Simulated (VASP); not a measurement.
Calculation: SCAN meta-GGA, VASP's PBE PAW potentials (set 64) (plane waves; VASP).

A VASP calculation is set up with these files.

INCAR:
```
LREAL = .FALSE.   ! projection in real space or not
PREC = Accurate
SYSTEM = V
LMIXTAU = .TRUE.
METAGGA = SCAN
ISMEAR = 1   ! Methfessel-Paxton
ISIF = 3   ! ions, shape and volume
SIGMA = 0.1   ! width (eV)
LWAVE = .FALSE.
NELM = 100   ! most electronic steps
LMAXMIX = 4
IBRION = 2   ! conjugate gradients
EDIFF = 1E-6   ! SCF stop (eV)
LASPH = .TRUE.   ! aspherical one-centre terms
LCHARG = .FALSE.
ALGO = Normal   ! blocked Davidson
ENCUT = 520   ! plane-wave cut-off (eV)
EDIFFG = -0.01
NSW = 60   ! most ionic steps
```

File KPOINTS:
```
Automatic mesh
0
Gamma
15 15 15
0 0 0
```

POSCAR:
```
V
1
   -1.4859163756     1.4859163756     1.4859163756
    1.4859163756    -1.4859163756     1.4859163756
    1.4859163756     1.4859163756    -1.4859163756
V
1
Direct
  0.0000000000   0.0000000000   0.0000000000
```

POTCAR, in this order: V_sv (PBE.64 set). Program: vasp_std.

Output of the run:

File OSZICAR:
```
       N       E                     dE             d eps       ncg     rms          rms(c)
DAV:   1     0.819788559390E+02    0.81979E+02   -0.75027E+03  2400   0.147E+03
DAV:   2    -0.203812220283E+02   -0.10236E+03   -0.10018E+03  2458   0.389E+02
DAV:   3    -0.220226562315E+02   -0.16414E+01   -0.16216E+01  2530   0.583E+01
DAV:   4    -0.220342018441E+02   -0.11546E-01   -0.11553E-01  2420   0.513E+00
DAV:   5    -0.220343400873E+02   -0.13824E-03   -0.13824E-03  2516   0.561E-01    0.237E+01
DAV:   6    -0.171834776787E+02    0.48509E+01   -0.12494E+01  2410   0.575E+01    0.284E+00
DAV:   7    -0.173902438399E+02   -0.20677E+00   -0.99006E-01  2400   0.148E+01    0.257E+00
DAV:   8    -0.173612600372E+02    0.28984E-01   -0.44963E-01  2400   0.103E+01    0.174E+00
DAV:   9    -0.174725690565E+02   -0.11131E+00   -0.74615E-02  2400   0.460E+00    0.794E-01
DAV:  10    -0.175455300696E+02   -0.72961E-01   -0.14788E-01  2400   0.485E+00    0.642E-01
DAV:  11    -0.174935343626E+02    0.51996E-01   -0.43207E-02  2400   0.252E+00    0.280E-01
DAV:  12    -0.174762280987E+02    0.17306E-01   -0.48832E-02  2400   0.277E+00    0.975E-02
DAV:  13    -0.174756754807E+02    0.55262E-03   -0.66917E-03  2400   0.135E+00    0.101E-01
DAV:  14    -0.174744318995E+02    0.12436E-02   -0.13199E-02  2400   0.192E+00    0.438E-02
DAV:  15    -0.174747625903E+02   -0.33069E-03   -0.93355E-04  2402   0.452E-01    0.786E-02
DAV:  16    -0.174745074620E+02    0.25513E-03   -0.73470E-05  2400   0.132E-01    0.654E-02
DAV:  17    -0.174744713814E+02    0.36081E-04   -0.19088E-05  2408   0.643E-02    0.628E-02
DAV:  18    -0.174743978316E+02    0.73550E-04   -0.32244E-05  2400   0.900E-02    0.518E-02
DAV:  19    -0.174743966266E+02    0.12050E-05   -0.73894E-06  2400   0.404E-02    0.463E-02
DAV:  20    -0.174743201150E+02    0.76512E-04   -0.10060E-04  2400   0.144E-01    0.179E-02
DAV:  21    -0.174743180120E+02    0.21030E-05   -0.32206E-05  2400   0.807E-02    0.259E-03
DAV:  22    -0.174743191687E+02   -0.11567E-05   -0.54261E-06  2400   0.351E-02    0.561E-03
DAV:  23    -0.174743182205E+02    0.94819E-06   -0.13817E-06  2010   0.178E-02
   1 F= -.17474318E+02 E0= -.17474543E+02  d E =-.174743E+02
       N       E                     dE             d eps       ncg     rms          rms(c)
DAV:   1    -0.174749278902E+02   -0.60872E-03   -0.13892E-02  2402   0.213E+00    0.286E-01
DAV:   2    -0.174741735091E+02    0.75438E-03   -0.28181E-03  2408   0.793E-01    0.533E-02
DAV:   3    -0.174742079448E+02   -0.34436E-04   -0.34190E-04  2400   0.246E-01    0.418E-02
DAV:   4    -0.174742282982E+02   -0.20353E-04   -0.25445E-04  2400   0.228E-01    0.155E-02
DAV:   5    -0.174742260290E+02    0.22692E-05   -0.83318E-05  2400   0.134E-01    0.446E-03
DAV:   6    -0.174742296169E+02   -0.35879E-05   -0.13658E-05  2400   0.563E-02    0.249E-03
DAV:   7    -0.174742294755E+02    0.14135E-06   -0.63383E-06  2400   0.384E-02
   2 F= -.17474229E+02 E0= -.17474470E+02  d E =0.887450E-04
       N       E                     dE             d eps       ncg     rms          rms(c)
DAV:   1    -0.174745583895E+02   -0.32877E-03   -0.69071E-03  2404   0.150E+00    0.200E-01
DAV:   2    -0.174743598204E+02    0.19857E-03   -0.13848E-03  2408   0.555E-01    0.369E-02
DAV:   3    -0.174743499947E+02    0.98256E-05   -0.17482E-04  2400   0.177E-01    0.292E-02
DAV:   4    -0.174743171040E+02    0.32891E-04   -0.12587E-04  2400   0.160E-01    0.109E-02
DAV:   5    -0.174742991979E+02    0.17906E-04   -0.39805E-05  2400   0.926E-02    0.310E-03
DAV:   6    -0.174742938426E+02    0.53553E-05   -0.95560E-06  2400   0.467E-02    0.220E-03
DAV:   7    -0.174742930930E+02    0.74964E-06   -0.39453E-06  2400   0.298E-02
   3 F= -.17474293E+02 E0= -.17474525E+02  d E =0.251276E-04
```

OUTCAR:
```
------------------------ aborting loop because EDIFF is reached ----------------------------------------
  FORCE on cell =-STRESS in cart. coord.  units (eV):
  Direction    XX          YY          ZZ          XY          YZ          ZX
  --------------------------------------------------------------------------------------
  Total        0.0095473      0.0095473      0.0095473     -0.0000000     -0.0000000      0.0000000
  in kB        1.1661945      1.1661945      1.1661945     -0.0000000     -0.0000000      0.0000000
  external PRESSURE =       1.1661945 kB  Pullay stress =       0.0000000 kB
  volume of cell :       13.12
      direct lattice vectors                 reciprocal lattice vectors
    -1.485664533  1.485664533  1.485664533     0.000000000  0.336549732  0.336549732
     1.485664533 -1.485664533  1.485664533     0.336549732  0.000000000  0.336549732
     1.485664533  1.485664533 -1.485664533     0.336549732  0.336549732  0.000000000
 POSITION                                       TOTAL-FORCE (eV/Angst)
 -----------------------------------------------------------------------------------
      0.00000      0.00000      0.00000         0.000000      0.000000      0.000000
 -----------------------------------------------------------------------------------
    total drift:                                0.000000     -0.000000      0.000000
  FREE ENERGIE OF THE ION-ELECTRON SYSTEM (eV)
  ---------------------------------------------------
  free  energy   TOTEN  =       -17.4742930930 eV

  energy  without entropy=      -17.4749886255  energy(sigma->0) =      -17.47452494

 reached required accuracy - stopping structural energy minimisation
```
(Selected blocks of OUTCAR.)

CONTCAR:
```
V
   1.00000000000000
    -1.4856645331994283    1.4856645331994283    1.4856645331994283
     1.4856645331994283   -1.4856645331994283    1.4856645331994283
     1.4856645331994283    1.4856645331994283   -1.4856645331994283
  V
     1
Direct
     0.0000000000000000    0.0000000000000000    0.0000000000000000
```

The compound is V in the bcc structure. This run relaxes it. Symmetry was kept, so distortions that lower it aren't found. The start is the result of an earlier pass. The run is not spin-polarised, so no magnetic state was tried.
